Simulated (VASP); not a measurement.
# Li2ZnCl4 (Fd-3m): formation energy of the defect Zn_Li, part 4 of 9

Wanted: what the defect Zn_Li costs in Li2ZnCl4 (Fd-3m) and how the lattice relaxes round it. The start is a computed cell from the Materials Project.

VASP 6.6.1, plane waves and PAW; the level of theory is named at each step.

So far. Step 2 (Relaxing the host crystal): The run ended after 2 ionic steps, 0.005 eV below its first step, once forces and stress met EDIFFG = -0.03.

### Step 4. The supercell without the defect

Level of this step: PBEsol; plane waves and PAW (Li, Zn, Cl) (VASP).

System of this step: Li2ZnCl4 (Fd-3m). The cell holds 56 atoms: 16 Li, 8 Zn and 32 Cl. Cell: a = 10.258 Å, b = 10.258 Å, c = 10.258 Å, α = 90.0°, β = 90.0°, γ = 90.0°. It derives from Li2ZnCl4 (Li2ZnCl4 (Fd-3m)).

The same cell, mesh and cutoff without the defect give the energy to subtract and, in a gapped host, the band edges to count from, so that most errors cancel.

The input, INCAR:

```
SYSTEM = Li2ZnCl4
PREC = Normal
ENCUT = 300
EDIFF = 1E-05
NELM = 120
ISMEAR = 0
SIGMA = 0.05
LREAL = Auto
ALGO = Fast
GGA = PS
LORBIT = 11
LWAVE = .FALSE.
LCHARG = .FALSE.
NCORE = 4
```

The input, POSCAR:

```
Li2ZnCl4
1.0
   10.2576850302      0.0000000000      0.0000000000
    0.0000000000     10.2576850302      0.0000000000
    0.0000000000      0.0000000000     10.2576850302
Li Zn Cl
16 8 32
Direct
    0.3750000000      0.3750000000      0.6250000000
    0.8750000000      0.8750000000      0.6250000000
    0.8750000000      0.3750000000      0.1250000000
    0.3750000000      0.8750000000      0.1250000000
    0.3750000000      0.6250000000      0.3750000000
    0.8750000000      0.1250000000      0.3750000000
    0.8750000000      0.6250000000      0.8750000000
    0.3750000000      0.1250000000      0.8750000000
    0.6250000000      0.6250000000      0.6250000000
    0.1250000000      0.1250000000      0.6250000000
    0.1250000000      0.6250000000      0.1250000000
    0.6250000000      0.1250000000      0.1250000000
    0.6250000000      0.3750000000      0.3750000000
    0.1250000000      0.8750000000      0.3750000000
    0.1250000000      0.3750000000      0.8750000000
    0.6250000000      0.8750000000      0.8750000000
    0.0000000000      0.0000000000      0.0000000000
    0.5000000000      0.5000000000      0.0000000000
    0.5000000000      0.0000000000      0.5000000000
    0.0000000000      0.5000000000      0.5000000000
    0.2500000000      0.2500000000      0.2500000000
    0.7500000000      0.7500000000      0.2500000000
    0.7500000000      0.2500000000      0.7500000000
    0.2500000000      0.7500000000      0.7500000000
    0.3781963908      0.6218036042      0.6218036042
    0.8781963908      0.1218036042      0.6218036042
    0.8781963908      0.6218036042      0.1218036042
    0.3781963908      0.1218036042      0.1218036042
    0.8718036092      0.8718036092      0.8718036092
    0.3718036092      0.3718036092      0.8718036092
    0.3718036092      0.8718036092      0.3718036092
    0.8718036092      0.3718036092      0.3718036092
    0.3781963908      0.3781963908      0.3781963908
    0.8781963908      0.8781963908      0.3781963908
    0.8781963908      0.3781963908      0.8781963908
    0.3781963908      0.8781963908      0.8781963908
    0.8718036092      0.6281963958      0.6281963958
    0.3718036092      0.1281963958      0.6281963958
    0.3718036092      0.6281963958      0.1281963958
    0.8718036092      0.1281963958      0.1281963958
    0.6281963958      0.8718036092      0.6281963958
    0.1281963958      0.3718036092      0.6281963958
    0.1281963958      0.8718036092      0.1281963958
    0.6281963958      0.3718036092      0.1281963958
    0.6281963958      0.6281963958      0.8718036092
    0.1281963958      0.1281963958      0.8718036092
    0.1281963958      0.6281963958      0.3718036092
    0.6281963958      0.1281963958      0.3718036092
    0.6218036042      0.3781963908      0.6218036042
    0.1218036042      0.8781963908      0.6218036042
    0.1218036042      0.3781963908      0.1218036042
    0.6218036042      0.8781963908      0.1218036042
    0.6218036042      0.6218036042      0.3781963908
    0.1218036042      0.1218036042      0.3781963908
    0.1218036042      0.6218036042      0.8781963908
    0.6218036042      0.1218036042      0.8781963908
```

The input, KPOINTS:

```
Automatic mesh
0
Gamma
1 1 1
0 0 0
```

Potentials, in the order of the species: Li, Zn and Cl (PBE family, release 64).

Started as:

```sh
mpirun -np 4 vasp_gam
```

What it wrote:

```text
[banner, memory and clock lines left out]
running    4 mpi-ranks, on    1 nodes
 distrk:  each k-point on    4 cores,    1 groups
 distr:  one band on    4 cores,    1 groups

 POSCAR found type information on POSCAR LiZnCl
 POSCAR found :  3 types and      56 ions
 [... a notice as in an earlier step ...]

 LDA part: xc-table for (Slater+PW92), standard interpolation
 POSCAR, INCAR and KPOINTS ok, starting setup
 FFT: planning ... GRIDC
 FFT: planning ... GRID_SOFT
 FFT: planning ... GRID
 WAVECAR not read
 entering main loop
       N       E                     dE             d eps       ncg     rms          rms(c)
DAV:   1     0.340182421059E+04    0.34018E+04   -0.11194E+05   402   0.122E+03
DAV:   2     0.418534264454E+03   -0.29833E+04   -0.28565E+04   458   0.340E+02
DAV:   3    -0.165921851089E+03   -0.58446E+03   -0.57313E+03   443   0.157E+02
DAV:   4    -0.201374915097E+03   -0.35453E+02   -0.35256E+02   460   0.450E+01
DAV:   5    -0.202244307494E+03   -0.86939E+00   -0.86747E+00   468   0.780E+00    0.205E+01
RMM:   6    -0.193631635971E+03    0.86127E+01   -0.21687E+01   453   0.102E+01    0.177E+01
RMM:   7    -0.192893388844E+03    0.73825E+00   -0.11848E+01   466   0.669E+00    0.751E+00
RMM:   8    -0.193027557265E+03   -0.13417E+00   -0.20909E+00   492   0.328E+00    0.447E+00
RMM:   9    -0.192999396884E+03    0.28160E-01   -0.74247E-01   464   0.252E+00    0.131E+00
RMM:  10    -0.192984917129E+03    0.14480E-01   -0.15686E-01   466   0.116E+00    0.292E-01
RMM:  11    -0.192989626961E+03   -0.47098E-02   -0.49863E-02   497   0.440E-01    0.246E-01
RMM:  12    -0.192992258621E+03   -0.26317E-02   -0.24629E-02   477   0.272E-01    0.250E-01
RMM:  13    -0.192989843626E+03    0.24150E-02   -0.63120E-03   462   0.184E-01    0.457E-02
RMM:  14    -0.192989918552E+03   -0.74927E-04   -0.13830E-03   488   0.730E-02    0.280E-02
RMM:  15    -0.192989960026E+03   -0.41473E-04   -0.54528E-04   466   0.448E-02    0.240E-02
RMM:  16    -0.192989957474E+03    0.25516E-05   -0.82121E-05   415   0.260E-02
   1 F= -.19298996E+03 E0= -.19298996E+03  d E =-.369750E-14
```

The job ended after 19 s (4 MPI ranks of AMD EPYC 7R43, shared host; peak memory 0.59 GiB).

OUTCAR, selected parts (step 4):

```text
  LATTYP: Found a simple cubic cell.
 ALAT       =    10.2576850302

 Found      1 irreducible k-points:

   k-points           NKPTS =      1   k-points in BZ     NKDIM =      1   number of bands    NBANDS=    201

   dimension x,y,z NGX =    48 NGY =   48 NGZ =   48
   dimension x,y,z NGXF=    96 NGYF=   96 NGZF=   96

   ENCUT  =  300.0 eV  22.05 Ry    4.70 a.u.  14.49 14.49 14.49*2*pi/ulx,y,z

   NELECT =     336.0000    total number of electrons

 E-fermi :   0.4304

 k-point     1 :       0.0000    0.0000    0.0000
  band No.  band energies     occupation
    ...
    164      -0.0620      2.00000
    165      -0.0620      2.00000
    166       0.1530      2.00000
    167       0.1530      2.00000
    168       0.1530      2.00000
    169       4.3335      0.00000
    170       4.4630      0.00000
    171       6.0949      0.00000
    172       6.0949      0.00000
    173       6.0949      0.00000
    ...

  Total       -2.1976027     -2.1976027     -2.1976027     -0.0000000     -0.0000000      0.0000000
  in kB       -3.2622083     -3.2622083     -3.2622083     -0.0000000     -0.0000000      0.0000000
  external PRESSURE =      -3.2622083 kB  Pullay stress =       0.0000000 kB

  energy-cutoff  :      300.00
  volume of cell :     1079.31
      direct lattice vectors                 reciprocal lattice vectors
    10.257685030  0.000000000  0.000000000     0.097487883  0.000000000  0.000000000
     0.000000000 10.257685030  0.000000000     0.000000000  0.097487883  0.000000000
     0.000000000  0.000000000 10.257685030     0.000000000  0.000000000  0.097487883

 POSITION                                       TOTAL-FORCE (eV/Angst)
 -----------------------------------------------------------------------------------
      3.84663      3.84663      6.41105         0.000000      0.000000      0.000000
      8.97547      8.97547      6.41105         0.000000      0.000000      0.000000
      8.97547      3.84663      1.28221         0.000000      0.000000      0.000000
      3.84663      8.97547      1.28221         0.000000      0.000000      0.000000
      3.84663      6.41105      3.84663         0.000000      0.000000      0.000000
      8.97547      1.28221      3.84663         0.000000      0.000000      0.000000
      8.97547      6.41105      8.97547         0.000000      0.000000      0.000000
      3.84663      1.28221      8.97547         0.000000      0.000000      0.000000
      6.41105      6.41105      6.41105         0.000000      0.000000      0.000000
      1.28221      1.28221      6.41105         0.000000      0.000000      0.000000
      1.28221      6.41105      1.28221         0.000000      0.000000      0.000000
      6.41105      1.28221      1.28221         0.000000      0.000000      0.000000
      6.41105      3.84663      3.84663         0.000000      0.000000      0.000000
      1.28221      8.97547      3.84663         0.000000      0.000000      0.000000
      1.28221      3.84663      8.97547         0.000000      0.000000      0.000000
      6.41105      8.97547      8.97547         0.000000      0.000000      0.000000
      0.00000      0.00000      0.00000         0.000000      0.000000      0.000000
      5.12884      5.12884      0.00000         0.000000      0.000000      0.000000
      5.12884      0.00000      5.12884         0.000000      0.000000      0.000000
      0.00000      5.12884      5.12884         0.000000      0.000000      0.000000
      2.56442      2.56442      2.56442         0.000000      0.000000      0.000000
      7.69326      7.69326      2.56442         0.000000      0.000000      0.000000
      7.69326      2.56442      7.69326         0.000000      0.000000      0.000000
      2.56442      7.69326      7.69326         0.000000      0.000000      0.000000
      3.87942      6.37827      6.37827        -0.002704      0.002704      0.002704
      9.00826      1.24942      6.37827        -0.002704      0.002704      0.002704
      9.00826      6.37827      1.24942        -0.002704      0.002704      0.002704
      3.87942      1.24942      1.24942        -0.002704      0.002704      0.002704
      8.94269      8.94269      8.94269         0.002704      0.002704      0.002704
      3.81384      3.81384      8.94269         0.002704      0.002704      0.002704
      3.81384      8.94269      3.81384         0.002704      0.002704      0.002704
      8.94269      3.81384      3.81384         0.002704      0.002704      0.002704
      3.87942      3.87942      3.87942        -0.002704     -0.002704     -0.002704
      9.00826      9.00826      3.87942        -0.002704     -0.002704     -0.002704
      9.00826      3.87942      9.00826        -0.002704     -0.002704     -0.002704
      3.87942      9.00826      9.00826        -0.002704     -0.002704     -0.002704
      8.94269      6.44384      6.44384         0.002704     -0.002704     -0.002704
      3.81384      1.31500      6.44384         0.002704     -0.002704     -0.002704
[...]
-----------------------------------------------------------------------------------
    total drift:                                0.000000     -0.000000      0.000000

  FREE ENERGIE OF THE ION-ELECTRON SYSTEM (eV)
  ---------------------------------------------------
  free  energy   TOTEN  =      -192.9899574739 eV

  energy  without entropy=     -192.9899574739  energy(sigma->0) =     -192.98995747

 total charge
# of ion       s       p       d       tot
------------------------------------------
    1        0.064   0.121   0.000   0.186
    2        0.064   0.121   0.000   0.186
    3        0.064   0.121   0.000   0.186
    4        0.064   0.121   0.000   0.186
    5        0.064   0.121   0.000   0.186
    6        0.064   0.121   0.000   0.186
    7        0.064   0.121   0.000   0.186
    8        0.064   0.121   0.000   0.186
    9        0.064   0.121   0.000   0.186
   10        0.064   0.121   0.000   0.186
   11        0.064   0.121   0.000   0.186
   12        0.064   0.121   0.000   0.186
   13        0.064   0.121   0.000   0.186
   14        0.064   0.121   0.000   0.186
   15        0.064   0.121   0.000   0.186
   16        0.064   0.121   0.000   0.186
   17        0.461   0.438   9.836  10.735
   18        0.461   0.438   9.836  10.735
   19        0.461   0.438   9.836  10.735
   20        0.461   0.438   9.836  10.735
   21        0.461   0.438   9.836  10.735
   22        0.461   0.438   9.836  10.735
   23        0.461   0.438   9.836  10.735
   24        0.461   0.438   9.836  10.735
   25        1.579   3.552   0.000   5.131
   26        1.579   3.552   0.000   5.131
   27        1.579   3.552   0.000   5.131
   28        1.579   3.552   0.000   5.131
   29        1.579   3.552   0.000   5.131
   30        1.579   3.552   0.000   5.131
   31        1.579   3.552   0.000   5.131
   32        1.579   3.552   0.000   5.131
   33        1.579   3.552   0.000   5.131
   34        1.579   3.552   0.000   5.131
   35        1.579   3.552   0.000   5.131
   36        1.579   3.552   0.000   5.131
   37        1.579   3.552   0.000   5.131
[...]
--------------------------------------------------
tot         55.250 119.105  78.691 253.047

[... 2 parts as in an earlier step ...]

[... 3 further parts left out ...]
```

Numbers from this step:

```
electronic cycles   : 16
electrons           : 336
free energy (TOTEN) : -192.9900 eV
Fermi energy        : 0.4304 eV
gap on the k-mesh   : 4.181 eV
```

No direct gap is given, since this cell folds other wave vectors onto the zone centre.

The perfect cell has a gap of 4.18 eV on this mesh, with its valence-band top at 0.153 eV, and charged states follow.

### Step 5. Reference Li

This step: PBEsol; plane waves and PAW (Li) (VASP 6.6.1).

System of this step: Li. It takes space group Im-3m (No. 229, cubic). Conventional cell: a = 3.490 Å, b = 3.490 Å, c = 3.490 Å, α = 90.00°, β = 90.00°, γ = 90.00°. Nearest to Li lie 8 Li at 3.02 Å.

The reference for Li is its crystal, relaxed at the cutoff of the large cell.

The input, INCAR:

```
SYSTEM = Li
PREC = Normal
ENCUT = 300
EDIFF = 1E-05
NELM = 120
ISMEAR = 1
SIGMA = 0.1
LREAL = Auto
ALGO = Fast
GGA = PS
NBANDS = 6
LORBIT = 11
LWAVE = .FALSE.
LCHARG = .FALSE.
KPAR = 4
IBRION = 2
NSW = 25
ISIF = 3
EDIFFG = -0.02
POTIM = 0.4
```

The input, POSCAR:

```
Li
1.0
   -1.7450000000      1.7450000000      1.7450000000
    1.7450000000     -1.7450000000      1.7450000000
    1.7450000000      1.7450000000     -1.7450000000
Li
1
Direct
    0.0000000000      0.0000000000      0.0000000000
```

The input, KPOINTS:

```
Automatic mesh
0
Gamma
11 11 11
0 0 0
```

PAW data sets: Li (PBE family, release 64).

Started as:

```sh
mpirun -np 4 vasp_std
```

What it wrote:

```text
[banner, memory and clock lines left out]
running    4 mpi-ranks, on    1 nodes
 distrk:  each k-point on    1 cores,    4 groups
 distr:  one band on    1 cores,    1 groups

 POSCAR found type information on POSCAR Li
 POSCAR found :  1 types and       1 ions
|                                                                             |
|               ----> ADVICE to this user running VASP <----                  |
|                                                                             |
|     You have a (more or less) 'small supercell' and for smaller cells       |
|     it is recommended to use the reciprocal-space projection scheme!        |
|     The real-space optimization is not efficient for small cells and it     |
|     is also less accurate ...                                               |
|     Therefore, set LREAL=.FALSE. in the INCAR file.                         |
|                                                                             |

 [... a notice as in an earlier step ...]

 LDA part: xc-table for (Slater+PW92), standard interpolation
 POSCAR, INCAR and KPOINTS ok, starting setup
 FFT: planning ... GRIDC
 FFT: planning ... GRID_SOFT
 FFT: planning ... GRID
 WAVECAR not read
 entering main loop
       N       E                     dE             d eps       ncg     rms          rms(c)
DAV:   1    -0.188109487559E+01   -0.18811E+01   -0.13808E+02   852   0.313E+01
DAV:   2    -0.196106860044E+01   -0.79974E-01   -0.66918E-01   936   0.313E+00
DAV:   3    -0.196132279579E+01   -0.25420E-03   -0.25420E-03   756   0.134E-01
DAV:   4    -0.196132289979E+01   -0.10400E-06   -0.10399E-06   894   0.244E-03
DAV:   5    -0.196132289984E+01   -0.44382E-10   -0.49043E-10   720   0.458E-05    0.138E-01
RMM:   6    -0.196051012694E+01    0.81277E-03   -0.18384E-05   657   0.173E-02    0.902E-02
RMM:   7    -0.196001470171E+01    0.49543E-03   -0.57177E-05   664   0.336E-02    0.410E-03
RMM:   8    -0.196000470206E+01    0.99997E-05   -0.30211E-06   424   0.106E-02
   1 F= -.19600047E+01 E0= -.19597495E+01  d E =-.196000E+01
 curvature:   0.00 expect dE= 0.000E+00 dE for cont linesearch  0.000E+00
 trial: gam= 0.00000 g(F)=  0.000E+00 g(S)=  0.551E-03 ort = 0.000E+00 (trialstep = 0.100E+01)
 search vector abs. value=  0.551E-03
 bond charge predicted
       N       E                     dE             d eps       ncg     rms          rms(c)
DAV:   1    -0.196049600830E+01   -0.48131E-03   -0.17913E-04   738   0.443E-02    0.226E-03
RMM:   2    -0.196049598650E+01    0.21800E-07   -0.12299E-06   266   0.612E-03
   2 F= -.19604960E+01 E0= -.19602376E+01  d E =-.491284E-03
[...]
3 F= -.19614234E+01 E0= -.19611558E+01  d E =-.141872E-02
[...]
4 F= -.19602082E+01 E0= -.19599248E+01  d E =-.203505E-03
 curvature:  13.73 expect dE= 0.829E-02 dE for cont linesearch  0.829E-02
 ZBRENT: bracketing found
 ZBRENT: interpolating
 opt :   5.3216  next Energy=    -1.961531 (dE=-0.153E-02)
 bond charge predicted
       N       E                     dE             d eps       ncg     rms          rms(c)
DAV:   1    -0.196155572245E+01   -0.13405E-02   -0.39607E-03   678   0.213E-01    0.114E-02
RMM:   2    -0.196154626074E+01    0.94617E-05   -0.34970E-05   556   0.333E-02
   5 F= -.19615463E+01 E0= -.19612748E+01  d E =-.154156E-02
 curvature:  -0.18 expect dE=-0.440E-07 dE for cont linesearch -0.440E-07
 trial: gam=-0.02072 g(F)=  0.429E-68 g(S)=  0.247E-06 ort = 0.117E-04 (trialstep = 0.186E+01)
 search vector abs. value=  0.211E-09
 reached required accuracy - stopping structural energy minimisation
```

It took 2.2 s on 4 MPI ranks; peak memory 0.28 GiB; 6.2 s of CPU time.

From OUTCAR (step 5):

```text
   k-points           NKPTS =     56   k-points in BZ     NKDIM =     56   number of bands    NBANDS=      6

   ENCUT  =  300.0 eV  22.05 Ry    4.70 a.u.   4.27  4.27  4.27*2*pi/ulx,y,z

   NELECT =       1.0000    total number of electrons

 E-fermi :   0.3951

 k-point     1 :       0.0000    0.0000    0.0000
  band No.  band energies     occupation
      1      -3.1698      2.00000
      2      15.1014      0.00000
      3      15.1015      0.00000
      4      15.1015      0.00000
      5      19.6812      0.00000
      6      19.6812      0.00000

  Total       -0.0014597     -0.0014597     -0.0014597     -0.0000000     -0.0000000      0.0000000
  in kB       -0.1148441     -0.1148441     -0.1148441     -0.0000000     -0.0000000      0.0000000
  external PRESSURE =      -0.1148441 kB  Pullay stress =       0.0000000 kB

 POSITION                                       TOTAL-FORCE (eV/Angst)
 -----------------------------------------------------------------------------------
      0.00000      0.00000      0.00000        -0.000000     -0.000000     -0.000000
 -----------------------------------------------------------------------------------
    total drift:                               -0.000000     -0.000000     -0.000000

  FREE ENERGIE OF THE ION-ELECTRON SYSTEM (eV)
  ---------------------------------------------------
  free  energy   TOTEN  =        -1.9615462607 eV

  energy  without entropy=       -1.9607317927  energy(sigma->0) =       -1.96127477

[... 1 part as in an earlier step ...]

[... 15 further parts left out ...]
```

CONTCAR:

```
Li
   1.00000000000000
    -1.7202820721264194    1.7202820721264194    1.7202820721264194
     1.7202820721264194   -1.7202820721264194    1.7202820721264194
     1.7202820721264194    1.7202820721264194   -1.7202820721264194
  Li
     1
Direct
     0.0000000000000000    0.0000000000000000    0.0000000000000000
```

This run has no spin polarisation. Its electron count is odd, so without a moment it is a metal by construction. The k-mesh is coarse for a metal.

Relaxation path:

```tsv
step	energy less that of the first step (eV)	largest force (eV/Å)	pressure (GPa)	volume (Å³)
1	0.0000	0.0000	-0.52	21.25
2	-0.0005	0.0000	-0.41	21.08
3	-0.0014	0.0000	-0.16	20.58
4	-0.0002	0.0000	0.59	19.60
5	-0.0015	0.0000	-0.01	20.36
```

```tsv
conventional cell, symmetrised	before	after	change
a (Å)	3.490	3.441	-1.4 %
b (Å)	3.490	3.441	-1.4 %
c (Å)	3.490	3.441	-1.4 %
volume (Å³/atom)	21.25	20.36	-4.2 %
```

Final coordinates:

```
Li
1.0
    -1.72028    1.72028    1.72028
     1.72028   -1.72028    1.72028
     1.72028    1.72028   -1.72028
Li
1
Direct
  0.00000 0.00000 0.00000
```

Numbers from this step:

| Item | Value |
| --- | --- |
| electrons | 1 |
| free energy (TOTEN) | -1.962 eV |
| energy at zero smearing | -1.961 eV |
| Fermi energy | 0.3951 eV |
| labelled metallic, from the levels on this mesh | yes |

The run ended after 5 ionic steps, 0.002 eV below its first step, once forces and stress met EDIFFG = -0.02.

Energy at zero smearing: -1.96127 eV.

[end of part 4 of 9]

[Lines on the potential files, build, host, timing and source positions are cut from VASP's logs without a mark.]

[Logs are printed without paths, hosts, clocks, repeated set-up lines and the standing remarks that a program may print on its own settings, such as how far it seeks lower states.]

[Hosts, paths, dates, database ids (printed as entryN), source tags and the programs' standing remarks are cut or masked in the printed files.]

[In band tables of VASP the shares of atoms and orbitals are scaled to a sum of 1 inside the atoms' spheres.]

[Runs that stopped without an error message from VASP are left out.]
